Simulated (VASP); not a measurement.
Input:

```
O2Si
1.0
    4.85412     0.00000     0.00000
   -2.42706     4.20379     0.00000
    0.00000     0.00000     5.36265
Si O
3 6
Direct
  0.00000   0.46880   0.33333
  0.53120   0.53120   0.00000
  0.46880   0.00000   0.66667
  0.14454   0.73144   0.54782
  0.26856   0.41310   0.21449
  0.58690   0.85546   0.88115
  0.73144   0.14454   0.45218
  0.41310   0.26856   0.78551
  0.85546   0.58690   0.11885
```

Method: PBE GGA, VASP's PBE PAW potentials (set 64) (plane waves; VASP). Numerical set-up: 400 eV cut-off, 8×8×6 Γ-centred mesh, Gaussian smearing of 0.010 eV, potentials Si O.

At this cut-off the stress carries a Pulay error, which pulls relaxed volumes low.

Question: Which forces act on the atoms, in eV/Å?

Answer: 
```
atom      Fx      Fy      Fz
----  ------  ------  ------
Si1   -0.007   0.012   0.000
Si2   -0.007  -0.012   0.000
Si3    0.014   0.000   0.000
O4    -0.643  -0.027   0.365
O5     0.345  -0.543   0.365
O6     0.298   0.570   0.365
O7     0.298  -0.570  -0.365
O8    -0.643   0.027  -0.365
O9     0.345   0.543  -0.365
```

Question: Give the stress tensor in GPa (positive for a compressed cell).

Answer: 
```
9.08  0.00  0.00
0.00  9.08  0.00
0.00  0.00  9.12
```
The pressure is its mean diagonal, 9.10 GPa.

The structure comes from a computed database's SiO2 entry; how it stands against other phases isn't given here. The cell was not relaxed at this level.
